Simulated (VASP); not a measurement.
Output of a VASP run:

**OUTCAR**
```
 ion  position               nearest neighbor table
   1  0.000  0.000  0.500-   2 2.10   3 2.10   3 2.10   2 2.10   3 2.10   2 2.10
   2  0.333  0.667  0.562-   1 2.10   1 2.10   1 2.10
   3  0.667  0.333  0.438-   1 2.10   1 2.10   1 2.10
  LATTYP: Found a hexagonal cell.
 ALAT       =     3.1905224646
 C/A-ratio  =     5.1337659998
 Subroutine PRICEL returns:
 Original cell was already a primitive cell.
 Subroutine GETGRP returns: Found 12 space group operations
The static configuration has the point symmetry D_3d.
The dynamic configuration has the point symmetry D_3d.
 Subroutine INISYM returns: Found 12 space group operations
 Subroutine IBZKPT returns following result:
 Found      8 irreducible k-points:

 Following reciprocal coordinates:
            Coordinates               Weight
  0.000000  0.000000  0.000000      1.000000
  0.142857  0.000000  0.000000      6.000000
  0.285714  0.000000  0.000000      6.000000
  0.428571  0.000000  0.000000      6.000000
  0.142857  0.142857  0.000000      6.000000
  0.285714  0.142857  0.000000     12.000000
  0.428571  0.142857  0.000000      6.000000
  0.285714  0.285714  0.000000      6.000000
   k-points           NKPTS =      8   k-points in BZ     NKDIM =      8   number of bands    NBANDS=     17
   number of dos      NEDOS =    301   number of ions     NIONS =      3
   total plane-waves  NPLWV =  72576
   dimension x,y,z NGX =    24 NGY =   24 NGZ =  126
   dimension x,y,z NGXF=    48 NGYF=   48 NGZF=  252
   ions per type =               1   2
   PREC   = accura    normal or accurate (medium, high low for compatibility)
   ISTART =      0    job   : 0-new  1-cont  2-samecut
   ICHARG =      2    charge: 1-file 2-atom 10-const
   ISPIN  =      1    spin polarized calculation?
   LNONCOLLINEAR =      F non collinear calculations
   LSORBIT =      F    spin-orbit coupling
   INIWAV =      1    electr: 0-lowe 1-rand  2-diag
   ENCUT  =  520.0 eV  38.22 Ry    6.18 a.u.   5.93  5.93 30.45*2*pi/ulx,y,z
   NELM   =    100;   NELMIN=  2; NELMDL= -5     # of ELM steps
   EDIFF  = 0.1E-05   stopping-criterion for ELM
   LREAL  =      F    real-space projection
   NLSPLINE    = F    spline interpolate recip. space projectors
   LMAXMIX     =    4 max onsite mixed and CHGCAR
   VOSKOWN=      0    Vosko Wilk Nusair interpolation
   EDIFFG = -.2E-01   stopping-criterion for IOM
   NSW    =     60    number of steps for IOM
   NBLOCK =      1;   KBLOCK =     60    inner block; outer block
   IBRION =      2    ionic relax: 0-MD 1-quasi-New 2-CG
   NFREE  =      1    steps in history (QN), initial steepest desc. (CG)
   ISIF   =      4    stress and relaxation
   ISYM   =      2    0-nonsym 1-usesym 2-fastsym
   TEIN   =    0.0    initial temperature
   TEBEG  =    0.0;   TEEND  =   0.0 temperature during run
   SMASS  =  -3.00    Nose mass-parameter (am)
   PSTRESS=    0.0 pullay stress
   NELECT =      26.0000    total number of electrons
   EFERMI =   0.00;   METHOD = LEGACY
   ISMEAR =     0;   SIGMA  =   0.05  broadening in eV -4-tet -1-fermi 0-gaus
   IALGO  =     38    algorithm
   LDIAG  =      T    sub-space diagonalisation (order eigenvalues)
   IMIX   =      4    mixing-type and parameters
     AMIX     =   0.40;   BMIX     =  1.00
     AMIX_MAG =   1.60;   BMIX_MAG =  1.00
     AMIN     =   0.10
   METAGGA = R2SCAN    functional components
   VOSKOWN =     0    Vosko Wilk Nusair interpolation
   LHFCALC =     F    Hartree Fock is set to
   LHFONE  =     F    Hartree Fock one center treatment
   AEXX    =    0.0000 exact exchange contribution
   IVDW    =     0    specifies the selected vdW correction
   LEPSILON=     F    determine dielectric tensor
   LRPA    =     F    only Hartree local field effects (RPA)
  energy-cutoff  :      520.00
  volume of cell :      144.39
      direct lattice vectors                 reciprocal lattice vectors
     3.190522465  0.000000000  0.000000000     0.313428290  0.180957900  0.000000000
    -1.595261232  2.763073624  0.000000000     0.000000000  0.361915800  0.000000000
     0.000000000  0.000000000 16.379395750     0.000000000  0.000000000  0.061052313
...
```

OSZICAR:
```
...
DAV:  34    -0.415785387971E+02    0.79595E-04   -0.48874E-05   281   0.696E-02    0.565E-03
DAV:  35    -0.415785396573E+02   -0.86027E-06   -0.12034E-05   290   0.470E-02    0.385E-03
DAV:  36    -0.415786190475E+02   -0.79390E-04   -0.28512E-05   272   0.631E-02    0.154E-03
DAV:  37    -0.415786126900E+02    0.63575E-05   -0.95115E-07   274   0.140E-02    0.758E-04
DAV:  38    -0.415786187507E+02   -0.60607E-05   -0.14466E-06   208   0.139E-02    0.551E-04
DAV:  39    -0.415786306428E+02   -0.11892E-04   -0.40035E-06   268   0.222E-02    0.702E-04
DAV:  40    -0.415786275248E+02    0.31180E-05   -0.19669E-06   217   0.146E-02    0.399E-04
DAV:  41    -0.415786292897E+02   -0.17649E-05   -0.27007E-07   208   0.634E-03    0.401E-04
DAV:  42    -0.415786296223E+02   -0.33259E-06   -0.25269E-07   208   0.652E-03
   1 F= -.41578630E+02 E0= -.41578630E+02  d E =-.415786E+02
       N       E                     dE             d eps       ncg     rms          rms(c)
DAV:   1    -0.415830557162E+02   -0.44264E-02   -0.15535E+00   276   0.104E+01    0.419E-01
DAV:   2    -0.415799804819E+02    0.30752E-02   -0.34859E-02   335   0.211E+00    0.232E-01
DAV:   3    -0.415796089320E+02    0.37155E-03   -0.97899E-03   344   0.105E+00    0.111E-01
DAV:   4    -0.415792800875E+02    0.32884E-03   -0.91942E-03   317   0.878E-01    0.350E-02
DAV:   5    -0.415818662248E+02   -0.25861E-02   -0.48533E-03   316   0.625E-01    0.156E-02
DAV:   6    -0.415823168765E+02   -0.45065E-03   -0.92380E-04   273   0.318E-01    0.738E-03
DAV:   7    -0.415828934845E+02   -0.57661E-03   -0.55030E-04   302   0.249E-01    0.347E-03
DAV:   8    -0.415828814754E+02    0.12009E-04   -0.68711E-05   275   0.981E-02    0.219E-03
DAV:   9    -0.415828135599E+02    0.67915E-04   -0.12186E-04   334   0.980E-02    0.285E-03
DAV:  10    -0.415829179339E+02   -0.10437E-03   -0.49083E-05   274   0.827E-02    0.118E-03
DAV:  11    -0.415829211758E+02   -0.32419E-05   -0.71708E-06   310   0.318E-02    0.523E-04
DAV:  12    -0.415829047450E+02    0.16431E-04   -0.15466E-05   325   0.604E-02    0.477E-04
DAV:  13    -0.415829368161E+02   -0.32071E-04   -0.12165E-05   273   0.507E-02    0.471E-04
DAV:  14    -0.415829367156E+02    0.10052E-06   -0.17341E-06   210   0.158E-02
   2 F= -.41582937E+02 E0= -.41582937E+02  d E =-.430709E-02
       N       E                     dE             d eps       ncg     rms          rms(c)
DAV:   1    -0.415831575811E+02   -0.22076E-03   -0.10344E-01   276   0.269E+00    0.108E-01
DAV:   2    -0.415825854816E+02    0.57210E-03   -0.24284E-03   339   0.559E-01    0.599E-02
DAV:   3    -0.415823972078E+02    0.18827E-03   -0.13328E-03   324   0.343E-01    0.285E-02
DAV:   4    -0.415826704080E+02   -0.27320E-03   -0.11084E-03   299   0.297E-01    0.999E-03
DAV:   5    -0.415829345337E+02   -0.26413E-03   -0.52287E-04   272   0.224E-01    0.456E-03
DAV:   6    -0.415830353410E+02   -0.10081E-03   -0.97005E-05   274   0.117E-01    0.222E-03
DAV:   7    -0.415830885282E+02   -0.53187E-04   -0.24748E-05   278   0.599E-02    0.877E-04
DAV:   8    -0.415831143122E+02   -0.25784E-04   -0.10657E-05   273   0.432E-02    0.616E-04
DAV:   9    -0.415830510269E+02    0.63285E-04   -0.18559E-05   291   0.547E-02    0.811E-04
DAV:  10    -0.415831121401E+02   -0.61113E-04   -0.77054E-06   272   0.371E-02    0.297E-04
DAV:  11    -0.415831189416E+02   -0.68016E-05   -0.35074E-06   234   0.259E-02    0.197E-04
DAV:  12    -0.415831189766E+02   -0.34919E-07   -0.74230E-07   294   0.106E-02
   3 F= -.41583119E+02 E0= -.41583119E+02  d E =-.448935E-02
```

**OUTCAR**
```
------------------------ aborting loop because EDIFF is reached ----------------------------------------
  FORCE on cell =-STRESS in cart. coord.  units (eV):
  Direction    XX          YY          ZZ          XY          YZ          ZX
  --------------------------------------------------------------------------------------
  Total       -0.0894610     -0.0894610     -0.0643989      0.0000000      0.0000000      0.0000000
  in kB       -0.9926410     -0.9926411     -0.7145570      0.0000000      0.0000000      0.0000000
  external PRESSURE =      -0.8999464 kB  Pullay stress =       0.0000000 kB
  volume of cell :      144.39
      direct lattice vectors                 reciprocal lattice vectors
     3.199055711 -0.000000000  0.000000000     0.312592243  0.180475208  0.000000000
    -1.599527856  2.770463632  0.000000000     0.000000000  0.360950416  0.000000000
     0.000000000  0.000000000 16.292130622     0.000000000  0.000000000  0.061379326
 POSITION                                       TOTAL-FORCE (eV/Angst)
 -----------------------------------------------------------------------------------
      0.00000     -0.00000      8.14607        -0.000000      0.000000      0.000000
     -0.00000      1.84698      9.13823        -0.000000      0.000000     -0.002541
      1.59953      0.92349      7.15390         0.000000     -0.000000      0.002541
 -----------------------------------------------------------------------------------
    total drift:                                0.000000     -0.000000      0.000000
  FREE ENERGIE OF THE ION-ELECTRON SYSTEM (eV)
  ---------------------------------------------------
  free  energy   TOTEN  =       -41.5831189766 eV

  energy  without entropy=      -41.5831189766  energy(sigma->0) =      -41.58311898

 reached required accuracy - stopping structural energy minimisation
```
(Selected blocks of OUTCAR.)

**POSCAR**
```
SnO2
1
    3.1905224646     0.0000000000    -0.0000000000
   -1.5952612323     2.7630736239     0.0000000000
    0.0000000000     0.0000000000    16.3793957504
Sn O
1 2
Direct
  0.0000000000   0.0000000000   0.5000000000
  0.3333330000   0.6666670000   0.5617874436
  0.6666670000   0.3333330000   0.4382125564
```

Reconstruct the remaining input files.

Several could match; the one computed here: the input of the run itself, r2SCAN meta-GGA, plane waves, VASP's PBE PAW potentials (set 64).

INCAR:
```
SYSTEM = SnO2
PREC = Accurate
ENCUT = 520
EDIFF = 1E-6
NELM = 100
ALGO = Normal
LREAL = .FALSE.
LASPH = .TRUE.
ISMEAR = 0
SIGMA = 0.05
METAGGA = R2SCAN
LMIXTAU = .TRUE.
LMAXMIX = 4
LWAVE = .FALSE.
LCHARG = .FALSE.
IBRION = 2
ISIF = 4
NSW = 60
EDIFFG = -0.02
```

File KPOINTS:
```
K-points
0
G
7 7 1
0 0 0
```

POTCAR, in this order: Sn_d O (PBE.64 set). Program: vasp_std.

The cell holds a wide vacuum, so values per volume refer to the whole cell.

The cell is a sheet with vacuum, built from a generated structure.
